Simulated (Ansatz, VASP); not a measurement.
**GaAs (GaAs(110)) in two plane-wave programs**

One calculation is typed for both programs; each brings its own data sets and cutoff. How far apart do they land? The cell is taken from a series of runs on this material, whose earlier steps may have relaxed or scaled it; both programs get it as it stands.

Calculated with Ansatz 0.2.0; plane waves, with VASP 6.6.1 beside it; single point at PBE.

## 1. Starting point

The cell holds 18 atoms: 9 Ga and 9 As. Its edges and angles: a = 4.073 Å, b = 5.761 Å, c = 32.294 Å, α = 90.0°, β = 90.0°, γ = 90.0°. It derives from GaAs. As first built, before any earlier steps moved the atoms: 9 layers, cut at this functional's lattice. Vacuum lies along c.

## 2. Ansatz: single point, PBE

Ansatz runs on its default PAW (the set named soft_2) files.

With cell and atoms fixed, the geometry can't cause a difference; cores, projectors, grids and the points listed under the comparison can.

The input, input.yaml:

```yaml
crystal:
  lattice:
    - [4.0734531811, 0.0, 0.0]
    - [0.0, 5.7607327344, 0.0]
    - [0.0, 0.0, 32.2938127244]
  atoms:
    - { symbol: Ga, position: [0.0, 0.0604814193, 0.2617643335] }
    - { symbol: Ga, position: [0.5, 0.4838390366, 0.3073252879] }
    - { symbol: Ga, position: [0.0, 0.9898048892, 0.3744979291] }
    - { symbol: Ga, position: [0.5, 0.4891205541, 0.4363208566] }
    - { symbol: Ga, position: [0.0, 0.9918894169, 0.5] }
    - { symbol: Ga, position: [0.5, 0.4891205541, 0.5636791434] }
    - { symbol: Ga, position: [0.0, 0.9898048892, 0.6255020709] }
    - { symbol: Ga, position: [0.5, 0.4838390366, 0.6926747121] }
    - { symbol: Ga, position: [0.0, 0.0604814193, 0.7382356665] }
    - { symbol: As, position: [0.0, 0.7352834158, 0.3112509978] }
    - { symbol: As, position: [0.5, 0.2683243636, 0.2396948668] }
    - { symbol: As, position: [0.0, 0.7394736164, 0.4372275437] }
    - { symbol: As, position: [0.5, 0.2418322986, 0.3726198175] }
    - { symbol: As, position: [0.0, 0.7394736164, 0.5627724563] }
    - { symbol: As, position: [0.5, 0.2417913958, 0.5] }
    - { symbol: As, position: [0.0, 0.7352834158, 0.6887490022] }
    - { symbol: As, position: [0.5, 0.2418322986, 0.6273801825] }
    - { symbol: As, position: [0.5, 0.2683243636, 0.7603051332] }
hamiltonian:
  xc: pbe
  pseudopotentials: { kind: paw }
kpoints:
  mp_grid: { grid: [6, 4, 1] }
  band_path:
    path:
      - [0.0, 0.0, 0.0]
      - [0.07692, 0.0, 0.0]
      - [0.15385, 0.0, 0.0]
      - [0.26923, 0.0, 0.0]
      - [0.34615, 0.0, 0.0]
      - [0.42308, 0.0, 0.0]
      - [0.5, 0.0, 0.0]
      - [0.5, 0.07692, 0.0]
      - [0.5, 0.19231, 0.0]
      - [0.5, 0.26923, 0.0]
      - [0.5, 0.34615, 0.0]
      - [0.5, 0.46154, 0.0]
      - [0.5, 0.5, 0.0]
      - [0.42308, 0.5, 0.0]
      - [0.30769, 0.5, 0.0]
      - [0.23077, 0.5, 0.0]
      - [0.11538, 0.5, 0.0]
      - [0.03846, 0.5, 0.0]
      - [0.0, 0.5, 0.0]
      - [0.0, 0.38462, 0.0]
      - [0.0, 0.30769, 0.0]
      - [0.0, 0.23077, 0.0]
      - [0.0, 0.11538, 0.0]
      - [0.0, 0.03846, 0.0]
      - [0.03846, 0.03846, 0.0]
      - [0.11538, 0.11538, 0.0]
      - [0.19231, 0.19231, 0.0]
      - [0.30769, 0.30769, 0.0]
      - [0.38462, 0.38462, 0.0]
      - [0.5, 0.5, 0.0]
    npoints: 1
scf:
  occupations: { method: gaussian, width: 0.03 }
  n_extra_bands: 15
efield:
  axis: 3
  dipole_correction: true
  ramp_width: 0.04
output:
  forces: true
  eigenvalues: true
  write_density: true
  write_potential: true
  elf: true
  volumetric_format: npy
```

On the command line:

```console
ansatz run input.yaml --threads 8 --pin off --max-ram 18432MiB --backend cpu --events-out ev --progress --plain --runs-dir out
```

Numbers of over 12 decimals in the logs are rounded to 6 here.

The program printed:

```text
scf.n_extra_bands = 15 over 126 filled bands (N_el = 252.0): the run solves 141 bands
Engine: ansatz 0.2.0, aarch64-unknown-linux-gnu
Pseudopotentials: kind: paw
Pseudopotential: Ga, paw, valence charge 13, recommended cutoff 420 eV (normal), Ga.paw.azcp
Pseudopotential: As, paw, valence charge 15, recommended cutoff 420 eV (normal), As.paw.azcp
Functional definition: PBE
  parameter kappa = 0.804
  parameter beta = 0.066725
  exchange = pbe_x(kappa = kappa, mu = beta*pi^2/3)
  correlation = pbe_c(beta = beta)
Crystal: 18 atoms, lattice volume = 757.809 Å³
Basis set: ecut = 420 eV, 14857 PW (Γ), exchange–correlation on 60×80×432 points (8 copies of the dense FFT grid, shifted against one another)
Bands: 141, of which v1, the nominal top of the filled ones, is band 126 counted from 1 (125 counted from 0)
Symmetry: 2 space group operations
k-points: 12 of 24 (time reversal used)
Non-local potential: Ga, projectors of the file, l = 0: 2, l = 1: 2, l = 2: 3, l = 3: 1
Non-local potential: As, projectors of the file, l = 0: 2, l = 1: 2, l = 2: 3, l = 3: 1
PAW form: soft (Blöchl's): semilocal exchange-correlation on the pseudo side does not see the compensation charge
PAW one-centre angular grid: Ga, 590 points (default); XC on 64 Gauss nodes
PAW one-centre angular grid: As, 590 points (default); XC on 64 Gauss nodes
Initial density: superposition of atomic densities (neutral atoms: chi_scale 0, normalization atom), corrected by the library's trained network
Initial wavefunctions: pseudopotential atomic-orbital guess
Functional: x = pbe(κ = 0.804, μ = 0.219515), c = pbe(β = 0.066725)
SCF iter   1: F=—  HF=-77757.054185 eV  |F-HF|=—  |Δ(HF+E_count)|=         —  Δρ=1.64e-3  dr2=9.43e-2  ethr=1.77e-3  p=0.000 e·Å  D=7.11e-14 V/Å  ΔV_dip=-0.00 eV  dr2_dipole=4.93e-8  V_vac-E_F(+/−)=4.46/4.46 eV  ⟨swp⟩=6.3  Hψ=6148  notcnv=0  defer=13
efield: sawtooth ramp at fractional position 0.9800 (placed from the atoms, in the widest stretch of the axis that holds none; the zero of the levels goes with the place), width 0.0400; the density the first Hamiltonian is built on has a dipole p = 0.000 e·Å; the dipole correction subtracts the counter field D = 7.11e-14 V/Å, which shifts the + side's vacuum level by -0.00 eV against the − side's; the planar-averaged density in the ramp window peaks in size at 6.1e-6 e/Å³
preconditioner: auto → Resta (q_TF=auto, 2.271 Å⁻¹)  ε∞=2.7  [insulator: Δε(μ)=0.566 eV  Ē_g=13.113 eV  σ=0.030 eV  W_gap=1.00  n_scr=164 (ndim 8)  ℏωp=17.2 eV  f_vac=0.429  D(μ)=0.00/eV (n_scr^D=0)  ε∞_Penn≈2.7  vacuum switching on, ρ_ref=1.2e-2 e/Å³]
SCF iter   2: F=—  HF=-77757.043828 eV  |F-HF|=—  |Δ(HF+E_count)|=   1.04e-2  Δρ=1.02e-3  dr2=9.11e-2  ethr=3.74e-5  p=0.000 e·Å  D=2.99e-5 V/Å  ΔV_dip=-0.00 eV  dr2_dipole=4.07e-7  V_vac-E_F(+/−)=4.71/4.71 eV  ⟨swp⟩=3.2  Hψ=3155  notcnv=0  defer=82
SCF iter   3: F=—  HF=-77757.035530 eV  |F-HF|=—  |Δ(HF+E_count)|=   8.30e-3  Δρ=6.47e-4  dr2=5.59e-3  ethr=3.62e-5  p=-0.000 e·Å  D=-1.31e-5 V/Å  ΔV_dip=0.00 eV  dr2_dipole=6.71e-8  V_vac-E_F(+/−)=4.56/4.56 eV  ⟨swp⟩=2.4  Hψ=1904  notcnv=0  defer=82
SCF iter   4: F=—  HF=-77757.036595 eV  |F-HF|=—  |Δ(HF+E_count)|=   1.06e-3  Δρ=3.15e-4  dr2=9.83e-4  ethr=2.22e-6  p=0.000 e·Å  D=5.39e-5 V/Å  ΔV_dip=-0.00 eV  dr2_dipole=1.15e-6  V_vac-E_F(+/−)=4.56/4.56 eV  ⟨swp⟩=2.0  Hψ=2684  notcnv=0  defer=82
SCF iter   5: F=—  HF=-77757.036268 eV  |F-HF|=—  |Δ(HF+E_count)|=   3.26e-4  Δρ=1.28e-4  dr2=1.35e-4  ethr=3.90e-7  p=-0.000 e·Å  D=-4.22e-5 V/Å  ΔV_dip=0.00 eV  dr2_dipole=7.40e-7  V_vac-E_F(+/−)=4.56/4.56 eV  ⟨swp⟩=2.0  Hψ=2582  notcnv=0  defer=82
SCF iter   6: F=—  HF=-77757.036354 eV  |F-HF|=—  |Δ(HF+E_count)|=   8.53e-5  Δρ=6.39e-5  dr2=7.74e-5  ethr=5.34e-8  p=0.001 e·Å  D=3.58e-4 V/Å  ΔV_dip=-0.01 eV  dr2_dipole=5.24e-5  V_vac-E_F(+/−)=4.55/4.56 eV  ⟨swp⟩=2.0  Hψ=3122  notcnv=0  defer=82
SCF iter   7: F=—  HF=-77757.036441 eV  |F-HF|=—  |Δ(HF+E_count)|=   8.71e-5  Δρ=3.21e-5  dr2=5.44e-5  ethr=3.07e-8  p=-0.001 e·Å  D=-3.50e-4 V/Å  ΔV_dip=0.01 eV  dr2_dipole=5.03e-5  V_vac-E_F(+/−)=4.56/4.55 eV  ⟨swp⟩=2.0  Hψ=3204  notcnv=0  defer=82
SCF iter   8: F=—  HF=-77757.036433 eV  |F-HF|=—  |Δ(HF+E_count)|=   7.31e-6  Δρ=1.46e-5  dr2=3.80e-6  ethr=2.16e-8  p=0.000 e·Å  D=4.95e-6 V/Å  ΔV_dip=-0.00 eV  dr2_dipole=9.65e-9  V_vac-E_F(+/−)=4.56/4.56 eV  ⟨swp⟩=2.0  Hψ=1811  notcnv=0  defer=82
SCF iter   9: F=—  HF=-77757.036434 eV  |F-HF|=—  |Δ(HF+E_count)|=   7.62e-7  Δρ=7.03e-6  dr2=3.27e-7  ethr=1.51e-9  p=-0.000 e·Å  D=-2.87e-6 V/Å  ΔV_dip=0.00 eV  dr2_dipole=3.74e-9  V_vac-E_F(+/−)=4.56/4.56 eV  ⟨swp⟩=2.0  Hψ=2464  notcnv=0  defer=82
SCF iter  10: F=-77757.036435 eV  HF=-77757.036435 eV  |F-HF|=1.55e-8  |Δ(HF+E_count)|=   5.15e-7  Δρ=2.26e-6  dr2=6.74e-8  ethr=3.97e-11  p=-0.000 e·Å  D=-7.11e-7 V/Å  ΔV_dip=0.00 eV  dr2_dipole=6.14e-11  V_vac-E_F(+/−)=4.56/4.56 eV  ⟨swp⟩=15.8  Hψ=12582  notcnv=0
[...]
SCF converged after 10 iterations
Free energy (F): -77757.036435 eV
Harris-Foulkes:  -77757.036435 eV  (|F-HF|=1.55e-8)
Internal energy: -77757.036435 eV  (E = F + TS)
E sigma→0 (E₀):  -77757.036435 eV
Fermi energy:    2.429524 eV
Dipole field:    D = 0.000005 V/Å  (p = 0.000020 e·Å, saw-weighted, corrected)
Work function:   Φ+ = 4.5554 eV   Φ− = 4.5555 eV
Levels:          The Fermi level and band energies are counted from a zero that moves with the ramp; work functions are not
--- Per-component energies (eV) ---
  E_band       = -4295.077866
  E_kinetic    = 1957.031409
  E_local      = -286500.134849  (includes V_loc(G=0)·N_el)
  E_nonlocal   = -2214.894472
  E_hartree    = 142649.897370
  E_xc         = -1327.547861
  E_vxc        = -1225.058308  (∫ρ·V_xc dr)
  E_paw        = -34415.467575  (= ΣΔE_a)
  E_vpaw       = -1611.783322  (= ΣTr[D̂ρ^β])
  E_aug_tail   = -0.001020  (compensation charges beyond the density's cutoff)
  E_efield     = 0.000000  (sawtooth field / dipole correction)
  E_vefield    = 0.000000  (∫n·V_field dr)
  E_ewald      = 102094.080563
  E_smearing   = -0.000000  (= −TS)
  E_closure    = 0.000000  (closes the sum)
  Σ components = -77757.036435   (vs F -77757.036435, Δ=0.00e0)
--- Forces (eV/Å), atoms counted from 1 ---
  atom   1  Ga     0.00000000    -0.00623051    -0.00068261
  atom   2  Ga     0.00000000     0.01216797     0.02491087
  atom   3  Ga     0.00000000     0.00983078    -0.00512600
  atom   4  Ga     0.00000000     0.00422129    -0.00982405
  atom   5  Ga     0.00000000    -0.01225602    -0.00000513
  atom   6  Ga     0.00000000     0.00421322     0.00981766
  atom   7  Ga     0.00000000     0.00982159     0.00512835
  atom   8  Ga     0.00000000     0.01216380    -0.02490347
  atom   9  Ga     0.00000000    -0.00622297     0.00068438
  atom  10  As     0.00000000     0.02255280    -0.01193445
  atom  11  As     0.00000000    -0.02290531     0.08423047
  atom  12  As     0.00000000    -0.00196391    -0.00460650
  atom  13  As     0.00000000     0.00103360     0.02199708
  atom  14  As     0.00000000    -0.00196124     0.00461613
  atom  15  As     0.00000000    -0.02511218     0.00000752
  atom  16  As     0.00000000     0.02255283     0.01192166
  atom  17  As     0.00000000     0.00103727    -0.02200197
  atom  18  As     0.00000000    -0.02290257    -0.08423699
  max |Σ_I F_I| component: 4.04e-5 eV/Å
--- Band table (eV; the first three rows and the last of 12) ---
  k-point 0: bands = [... 122 lower, 1.7940, 1.8885, 2.0135, 2.1170, 2.7420, 3.5306, 3.6994, 3.7796, ... 11 higher]
  k-point 1: bands = [... 122 lower, 1.5662, 1.5713, 1.6206, 1.6512, 3.4168, 3.4247, 3.5363, 3.7386, ... 11 higher]
  k-point 2: bands = [... 122 lower, 1.1107, 1.1427, 1.2310, 1.2715, 3.0247, 3.1930, 3.2843, 3.6429, ... 11 higher]
  k-point 11: bands = [... 122 lower, 0.8585, 0.9625, 1.2659, 1.3339, 2.9596, 3.5390, 3.5535, 4.5428, ... 11 higher]
```

[end of part 1 of 2]

[Lines on the potential files, build, host, timing and source positions are cut from VASP's logs without a mark.]

[Logs are printed without paths, hosts, clocks, repeated set-up lines and the standing remarks that a program may print on its own settings, such as how far it seeks lower states.]

[Hosts, paths, dates, database ids (printed as entryN), source tags and the programs' standing remarks are cut or masked in the printed files.]
